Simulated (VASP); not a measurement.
Method: LDA (Ceperley-Alder, Perdew-Zunger), VASP's LDA PAW potentials (set 64) (plane waves; VASP).

VASP ran on this input.

### KPOINTS
```
Automatic mesh
0
gamma
  6 6 6
```

INCAR:
```
SYSTEM  =  KBr
LWAVE  =  F
LCHARG  =  F
NELM  =  100
SIGMA  =  0.05   ! width (eV)
ISIF  =  3
PREC  =  Accurate
ALGO  =  Normal   ! blocked Davidson
ISMEAR  =  0   ! Gaussian
NSW  =  60
LASPH  =  T   ! aspherical one-centre terms
EDIFF  =  1E-6   ! SCF stop (eV)
EDIFFG  =  -0.01
ENCUT  =  400   ! plane-wave cut-off (eV)
LREAL  =  F
IBRION  =  2   ! conjugate gradients
LMAXMIX  =  4
```

File POSCAR:
```
KBr
1
    0.0000000000     3.3000000000     3.3000000000
    3.3000000000     0.0000000000     3.3000000000
    3.3000000000     3.3000000000     0.0000000000
K Br
1 1
Direct
  0.0000000000   0.0000000000   0.0000000000
  0.5000000000   0.5000000000   0.5000000000
```

POTCAR, in this order: K_sv Br (LDA.64 set). Program: vasp_std.

Output of the run:

**OUTCAR**
```
 ion  position               nearest neighbor table
   1  0.000  0.000  0.000-   2 3.30   2 3.30   2 3.30   2 3.30   2 3.30   2 3.30
   2  0.500  0.500  0.500-   1 3.30   1 3.30   1 3.30   1 3.30   1 3.30   1 3.30
  LATTYP: Found a face centered cubic cell.
 ALAT       =     6.6000000000
 Subroutine PRICEL returns:
 Original cell was already a primitive cell.
 Subroutine GETGRP returns: Found 48 space group operations
The static configuration has the point symmetry O_h .
The dynamic configuration has the point symmetry O_h .
 Subroutine INISYM returns: Found 48 space group operations
 Subroutine IBZKPT returns following result:
 Found     16 irreducible k-points:

 Following reciprocal coordinates:
            Coordinates               Weight
  0.000000  0.000000  0.000000      1.000000
  0.166667  0.000000  0.000000      8.000000
  0.333333  0.000000  0.000000      8.000000
  0.500000  0.000000  0.000000      4.000000
  0.166667  0.166667  0.000000      6.000000
  0.333333  0.166667  0.000000     24.000000
  0.500000  0.166667  0.000000     24.000000
 -0.333333  0.166667  0.000000     24.000000
 -0.166667  0.166667  0.000000     12.000000
...
```

**OSZICAR**
```
       N       E                     dE             d eps       ncg     rms          rms(c)
DAV:   1     0.873317527863E+02    0.87332E+02   -0.60241E+03   384   0.963E+02
DAV:   2    -0.169097202139E+01   -0.89023E+02   -0.85278E+02   488   0.252E+02
DAV:   3    -0.680027743511E+01   -0.51093E+01   -0.50897E+01   512   0.537E+01
DAV:   4    -0.698575588643E+01   -0.18548E+00   -0.18527E+00   632   0.960E+00
DAV:   5    -0.698755453884E+01   -0.17987E-02   -0.17986E-02   504   0.957E-01    0.327E+00
DAV:   6    -0.682039586145E+01    0.16716E+00   -0.25858E-01   456   0.271E+00    0.237E+00
DAV:   7    -0.679635961128E+01    0.24036E-01   -0.95625E-02   488   0.182E+00    0.114E+00
DAV:   8    -0.679717378275E+01   -0.81417E-03   -0.10597E-02   548   0.858E-01    0.146E-01
DAV:   9    -0.679717244057E+01    0.13422E-05   -0.31129E-04   536   0.104E-01    0.641E-02
DAV:  10    -0.679725193587E+01   -0.79495E-04   -0.60447E-05   476   0.606E-02    0.119E-02
DAV:  11    -0.679725223955E+01   -0.30368E-06   -0.19918E-06   496   0.113E-02
   1 F= -.67972522E+01 E0= -.67972522E+01  d E =-.679725E+01
       N       E                     dE             d eps       ncg     rms          rms(c)
DAV:   1    -0.712054640059E+01   -0.32329E+00   -0.66230E+00   488   0.272E+01    0.311E+00
DAV:   2    -0.687960797865E+01    0.24094E+00   -0.56170E-01   444   0.722E+00    0.127E+00
DAV:   3    -0.682483638601E+01    0.54772E-01   -0.20408E-01   652   0.394E+00    0.918E-01
DAV:   4    -0.682573701617E+01   -0.90063E-03   -0.43554E-03   552   0.519E-01    0.473E-01
DAV:   5    -0.682647025744E+01   -0.73324E-03   -0.39766E-03   620   0.248E-01    0.906E-02
DAV:   6    -0.682651737689E+01   -0.47119E-04   -0.98560E-05   460   0.111E-01    0.250E-02
DAV:   7    -0.682652722608E+01   -0.98492E-05   -0.50363E-06   484   0.205E-02    0.734E-03
DAV:   8    -0.682652806307E+01   -0.83699E-06   -0.47486E-06   624   0.157E-02
   2 F= -.68265281E+01 E0= -.68265281E+01  d E =-.292758E-01
       N       E                     dE             d eps       ncg     rms          rms(c)
DAV:   1    -0.704512882252E+01   -0.21860E+00   -0.47624E+00   488   0.232E+01    0.264E+00
DAV:   2    -0.687446464851E+01    0.17066E+00   -0.40081E-01   452   0.614E+00    0.109E+00
DAV:   3    -0.683449812005E+01    0.39967E-01   -0.14842E-01   656   0.338E+00    0.813E-01
DAV:   4    -0.683523801326E+01   -0.73989E-03   -0.33077E-03   512   0.483E-01    0.396E-01
DAV:   5    -0.683574125764E+01   -0.50324E-03   -0.31646E-03   620   0.235E-01    0.762E-02
DAV:   6    -0.683576708076E+01   -0.25823E-04   -0.71073E-05   452   0.937E-02    0.235E-02
DAV:   7    -0.683577461394E+01   -0.75332E-05   -0.50773E-06   464   0.204E-02    0.639E-03
DAV:   8    -0.683577511020E+01   -0.49626E-06   -0.18037E-06   424   0.131E-02
   3 F= -.68357751E+01 E0= -.68357751E+01  d E =-.385229E-01
       N       E                     dE             d eps       ncg     rms          rms(c)
DAV:   1    -0.683728365282E+01   -0.15090E-02   -0.33469E-02   484   0.196E+00    0.235E-01
DAV:   2    -0.683610331724E+01    0.11803E-02   -0.28509E-03   476   0.511E-01    0.943E-02
DAV:   3    -0.683581625718E+01    0.28706E-03   -0.95467E-04   664   0.273E-01    0.768E-02
DAV:   4    -0.683582291733E+01   -0.66602E-05   -0.26774E-05   636   0.379E-02    0.306E-02
DAV:   5    -0.683582500730E+01   -0.20900E-05   -0.27114E-05   708   0.295E-02    0.542E-03
DAV:   6    -0.683582477333E+01    0.23398E-06   -0.37581E-07   304   0.727E-03
   4 F= -.68358248E+01 E0= -.68358248E+01  d E =-.385725E-01
```

OUTCAR:
```
------------------------ aborting loop because EDIFF is reached ----------------------------------------
  FORCE on cell =-STRESS in cart. coord.  units (eV):
  Direction    XX          YY          ZZ          XY          YZ          ZX
  --------------------------------------------------------------------------------------
  Total        0.0044951      0.0044951      0.0044951      0.0000000      0.0000000      0.0000000
  in kB        0.1109524      0.1109524      0.1109524      0.0000000      0.0000000      0.0000000
  external PRESSURE =       0.1109524 kB  Pullay stress =       0.0000000 kB
  volume of cell :       64.91
      direct lattice vectors                 reciprocal lattice vectors
     0.000000000  3.189793673  3.189793673    -0.156749950  0.156749950  0.156749950
     3.189793673 -0.000000000  3.189793673     0.156749950 -0.156749950  0.156749950
     3.189793673  3.189793673  0.000000000     0.156749950  0.156749950 -0.156749950
  FREE ENERGIE OF THE ION-ELECTRON SYSTEM (eV)
  ---------------------------------------------------
  free  energy   TOTEN  =        -6.8358247733 eV

  energy  without entropy=       -6.8358247733  energy(sigma->0) =       -6.83582477

 reached required accuracy - stopping structural energy minimisation
```
(Selected blocks of OUTCAR.)

**CONTCAR**
```
KBr
   1.00000000000000
     0.0000000000000000    3.1897936728191048    3.1897936728191048
     3.1897936728191048   -0.0000000000000000    3.1897936728191048
     3.1897936728191048    3.1897936728191048    0.0000000000000000
  K               Br
     1     1
Direct
     0.0000000000000000    0.0000000000000000    0.0000000000000000
     0.5000000000000000    0.5000000000000000    0.5000000000000000
```

Energy and stress use the plane-wave basis of the starting cell.

The compound is KBr in the rock salt structure. This run relaxes it. Symmetry was kept, so distortions that lower it aren't found.
